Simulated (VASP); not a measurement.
Here is the system:

```
CELL_PARAMETERS angstrom
      2.64956     0.00000     0.00000
      0.00000     2.64956     0.00000
      0.00000     0.00000     2.64956
ATOMIC_POSITIONS crystal
  Al 0.00000 0.00000 0.00000
```

The numbers are results of PBEsol GGA, VASP's PBE PAW potentials (set 64) (plane waves; VASP 6.6.1), not measurements. Numerical set-up: 400 eV cut-off, 12×12×12 Γ-centred mesh, first-order Methfessel-Paxton smearing of 0.10 eV, potentials Al.

Energy and stress use the plane-wave basis of the starting cell.

Task: The ions, cell shape and volume are relaxed. Predict the relaxed structure.

Result: 
```
CELL_PARAMETERS angstrom
      2.70076     0.00000     0.00000
      0.00000     2.70076     0.00000
      0.00000     0.00000     2.70076
ATOMIC_POSITIONS crystal
  Al 0.00000 0.00000 0.00000
```
Space group Pm-3m (221), at a tolerance of 0.03 Å.

Task: How do energy and volume change from the first to the last step?

Result: The energy (σ→0) changes by -12.4 meV/atom and the volume by +5.9 %, in 3 ionic steps.

The structure was generated: Al was put into the simple-cubic type (Pm-3m), which need not be its known phase. This run relaxes it. Symmetry was kept, so distortions that lower it aren't found.
